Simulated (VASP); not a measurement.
K2Pt, 3 atoms in the cell. It takes space group Immm (No. 71, orthorhombic). The conventional cell has a = 5.181 Å, b = 5.515 Å, c = 7.563 Å, α = 90.00°, β = 90.00°, γ = 90.00°. Around K (site symmetry mm2) lie 4 Pt at 3.21 to 3.34 Å. Pt (site symmetry mmm) is surrounded by 8 K at 3.21 to 3.34 Å. The cell comes from a database or a generator and needn't be the stable form of this composition. The cell isn't the ideal one: strain +0.0625 x Voigt [0, 0, 0, 0, 1, 0], atoms carried along.

- Program: VASP 6.6.1
- Task: single point
- Functional: PBEsol
- Potentials or basis: VASP PAW PBE potentials, release 64 (K_sv, Pt)
- Cutoff: 520 eV
- k mesh: 6 × 6 × 6
- Occupations: gaussian, width 0.05 eV
- Spin: no spin polarisation
- Dipole correction: no
- Further INCAR settings: ALGO = Normal; EDIFF = 1e-07; NBANDS = 21

Potentials or basis: VASP PAW PBE potentials, release 64 (K_sv, Pt).

The run is started by

```console
$ cat potpaw_PBE.64/K_sv/POTCAR potpaw_PBE.64/Pt/POTCAR > POTCAR
$ mpirun -np 1 vasp_std > vasp.out
```

Hardware: 1 thread of Intel(R) Xeon(R) Platinum 8488C (Sapphire Rapids) (shared host).

Q: How long does it take, and how much memory?

A: Wall time 100 s on 1 thread of Intel(R) Xeon(R) Platinum 8488C (Sapphire Rapids), with other jobs on the host, peak memory 0.29 GiB. Counts: scf iterations 15, k points 46.
